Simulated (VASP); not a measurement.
Level of theory: PBE GGA, VASP's PBE PAW potentials (set 64) (plane waves; VASP).

Input for VASP

INCAR:
```
# general
SYSTEM  = CsSnI3
PREC    = Accurate
ENCUT   = 180   # plane-wave cut-off (eV)
LREAL   = Auto   # projection in real space or not
LASPH   = .TRUE.   # aspherical one-centre terms

# electronic loop
EDIFF   = 1E-6
NELM    = 100
ALGO    = Normal
LMAXMIX = 4   # l cut-off of mixed one-centre charges

# smearing
ISMEAR  = 0   # Gaussian
SIGMA   = 0.01   # width (eV)

# functional
GGA     = PE   # PBE

# ions
ISIF    = 2   # forces and stress, cell fixed

# output
LWAVE   = .FALSE.
LCHARG  = .FALSE.
```

**KPOINTS**
```
Automatic mesh
0
Gamma
2 3 1
0 0 0
```

### POSCAR
```
CsSnI3
1
   10.3343180000     0.0000000000     0.0000000000
    0.0000000000     4.6639180000     0.0000000000
    0.0000000000     0.0000000000    17.5181800000
Cs Sn I
4 4 12
Direct
  0.5841500000   0.2500000000   0.1699000000
  0.4158500000   0.7500000000   0.8301000000
  0.9158500000   0.7500000000   0.6699000000
  0.0841500000   0.2500000000   0.3301000000
  0.8413600000   0.2500000000   0.9381000000
  0.1586400000   0.7500000000   0.0619000000
  0.6586400000   0.7500000000   0.4381000000
  0.3413600000   0.2500000000   0.5619000000
  0.5268500000   0.7500000000   0.6156000000
  0.4731500000   0.2500000000   0.3844000000
  0.9731500000   0.2500000000   0.1156000000
  0.0268500000   0.7500000000   0.8844000000
  0.7940100000   0.7500000000   0.2913600000
  0.2059900000   0.2500000000   0.7086400000
  0.7059900000   0.2500000000   0.7913600000
  0.2940100000   0.7500000000   0.2086400000
  0.6661100000   0.7500000000   0.9986300000
  0.3338900000   0.2500000000   0.0013700000
  0.8338900000   0.2500000000   0.4986300000
  0.1661100000   0.7500000000   0.5013700000
```

POTCAR, in this order: Cs_sv Sn_d I (PBE.64 set). Program: vasp_std.

The run wrote:

**OUTCAR**
```
 ion  position               nearest neighbor table
   1  0.584  0.250  0.170-
   2  0.416  0.750  0.830-
   3  0.916  0.750  0.670-
   4  0.084  0.250  0.330-
   5  0.841  0.250  0.938-  15 2.93  17 3.14  17 3.14  12 3.16  12 3.16  11 3.39
   6  0.159  0.750  0.062-  16 2.93  18 3.14  18 3.14  11 3.16  11 3.16  12 3.39
   7  0.659  0.750  0.438-  13 2.93  19 3.14  19 3.14  10 3.16  10 3.16   9 3.39
   8  0.341  0.250  0.562-  14 2.93  20 3.14  20 3.14   9 3.16   9 3.16  10 3.39
   9  0.527  0.750  0.616-   8 3.16   8 3.16   7 3.39
  10  0.473  0.250  0.384-   7 3.16   7 3.16   8 3.39
  11  0.973  0.250  0.116-   6 3.16   6 3.16   5 3.39
  12  0.027  0.750  0.884-   5 3.16   5 3.16   6 3.39
  13  0.794  0.750  0.291-   7 2.93
  14  0.206  0.250  0.709-   8 2.93
  15  0.706  0.250  0.791-   5 2.93
  16  0.294  0.750  0.209-   6 2.93
  17  0.666  0.750  0.999-   5 3.14   5 3.14
  18  0.334  0.250  0.001-   6 3.14   6 3.14
  19  0.834  0.250  0.499-   7 3.14   7 3.14
  20  0.166  0.750  0.501-   8 3.14   8 3.14
  LATTYP: Found a simple orthorhombic cell.
 ALAT       =     4.6639180000
 B/A-ratio  =     2.2158018216
 C/A-ratio  =     3.7561080619
 Subroutine PRICEL returns:
 Original cell was already a primitive cell.
 Subroutine GETGRP returns: Found  8 space group operations
The static configuration has the point symmetry S_2 .
 The point group associated with its full space group is D_2h.
The dynamic configuration has the point symmetry S_2 .
 Subroutine INISYM returns: Found  8 space group operations
 Subroutine IBZKPT returns following result:
 Found      4 irreducible k-points:

 Following reciprocal coordinates:
            Coordinates               Weight
  0.000000  0.000000  0.000000      1.000000
  0.500000  0.000000  0.000000      1.000000
  0.000000  0.333333  0.000000      2.000000
...
```

### OSZICAR
```
       N       E                     dE             d eps       ncg     rms          rms(c)
DAV:   1     0.935015861429E+03    0.93502E+03   -0.43603E+04   944   0.674E+02
DAV:   2     0.353014471017E+02   -0.89971E+03   -0.87223E+03  1020   0.210E+02
DAV:   3    -0.526824128020E+02   -0.87984E+02   -0.87438E+02   967   0.734E+01
DAV:   4    -0.549698573988E+02   -0.22874E+01   -0.22799E+01   960   0.135E+01
DAV:   5    -0.550245273049E+02   -0.54670E-01   -0.54653E-01   968   0.199E+00    0.108E+01
DAV:   6    -0.539595759925E+02    0.10650E+01   -0.17590E+00   960   0.454E+00    0.756E+00
DAV:   7    -0.540164046286E+02   -0.56829E-01   -0.19842E+00   984   0.388E+00    0.198E+00
DAV:   8    -0.539815018937E+02    0.34903E-01   -0.34169E-01   920   0.176E+00    0.169E+00
DAV:   9    -0.539828093827E+02   -0.13075E-02   -0.24561E-02   912   0.333E-01    0.934E-01
DAV:  10    -0.539820445641E+02    0.76482E-03   -0.10866E-02  1048   0.292E-01    0.316E-01
DAV:  11    -0.539828169423E+02   -0.77238E-03   -0.22706E-03   912   0.108E-01    0.172E-01
DAV:  12    -0.539829293145E+02   -0.11237E-03   -0.16118E-04   992   0.403E-02    0.101E-01
DAV:  13    -0.539831086937E+02   -0.17938E-03   -0.52485E-04  1096   0.568E-02    0.936E-02
DAV:  14    -0.539830990871E+02    0.96067E-05   -0.10934E-04   912   0.303E-02    0.508E-02
DAV:  15    -0.539830982171E+02    0.86992E-06   -0.28469E-05   808   0.951E-03    0.288E-02
DAV:  16    -0.539830989981E+02   -0.78092E-06   -0.16482E-06   600   0.388E-03
   1 F= -.53983099E+02 E0= -.53983099E+02  d E =-.199580E-27
```

**OUTCAR**
```
------------------------ aborting loop because EDIFF is reached ----------------------------------------
  FORCE on cell =-STRESS in cart. coord.  units (eV):
  Direction    XX          YY          ZZ          XY          YZ          ZX
  --------------------------------------------------------------------------------------
  Total      -28.0337765    -28.7985491    -28.0613299      0.0000000      0.0000000      0.0000000
  in kB      -53.1949589    -54.6461385    -53.2472423      0.0000000      0.0000000      0.0000000
  external PRESSURE =     -53.6961132 kB  Pullay stress =       0.0000000 kB
  volume of cell :      844.35
      direct lattice vectors                 reciprocal lattice vectors
    10.334318000  0.000000000  0.000000000     0.096764973  0.000000000  0.000000000
     0.000000000  4.663918000  0.000000000     0.000000000  0.214412003  0.000000000
     0.000000000  0.000000000 17.518180000     0.000000000  0.000000000  0.057083555
 POSITION                                       TOTAL-FORCE (eV/Angst)
 -----------------------------------------------------------------------------------
      6.03679      1.16598      2.97634         0.011590      0.000000     -0.007919
      4.29753      3.49794     14.54184        -0.011590     -0.000000      0.007919
      9.46469      3.49794     11.73543        -0.011590     -0.000000     -0.007919
      0.86963      1.16598      5.78275         0.011590     -0.000000      0.007919
      8.69488      1.16598     16.43380         0.189004      0.000000      0.252424
      1.63944      3.49794      1.08438        -0.189004     -0.000000     -0.252424
      6.80660      3.49794      7.67471        -0.189004     -0.000000      0.252424
      3.52772      1.16598      9.84347         0.189004      0.000000     -0.252424
      5.44464      3.49794     10.78419         0.218232     -0.000000      0.155772
      4.88968      1.16598      6.73399        -0.218232     -0.000000     -0.155772
     10.05684      1.16598      2.02510        -0.218232     -0.000000      0.155772
      0.27748      3.49794     15.49308         0.218232      0.000000     -0.155772
      8.20555      3.49794      5.10410         0.190898     -0.000000     -0.330799
      2.12877      1.16598     12.41408        -0.190898     -0.000000      0.330799
      7.29593      1.16598     13.86319        -0.190898     -0.000000     -0.330799
      3.03839      3.49794      3.65499         0.190898      0.000000      0.330799
      6.88379      3.49794     17.49418        -0.224760      0.000000      0.139767
      3.45053      1.16598      0.02400         0.224760     -0.000000     -0.139767
      8.61768      1.16598      8.73509         0.224760     -0.000000      0.139767
      1.71663      3.49794      8.78309        -0.224760     -0.000000     -0.139767
 -----------------------------------------------------------------------------------
    total drift:                                0.000000      0.000000     -0.000000
  FREE ENERGIE OF THE ION-ELECTRON SYSTEM (eV)
  ---------------------------------------------------
  free  energy   TOTEN  =       -53.9830989981 eV

  energy  without entropy=      -53.9830989981  energy(sigma->0) =      -53.98309900
```
(Selected blocks of OUTCAR.)

At this cut-off the stress carries a Pulay error, which pulls relaxed volumes low.

The structure comes from a computed database's CsSnI3 entry; how it stands against other phases isn't given here. The cell was not relaxed at this level, and its volume differs by -4.4 % from the start's. The k-mesh is coarse (spacing up to 0.45 per Å, 2π included), so the numbers may not be converged in it. The run is one of a series of settings (ENCUT = 180 against the base run), some of them coarse on purpose.
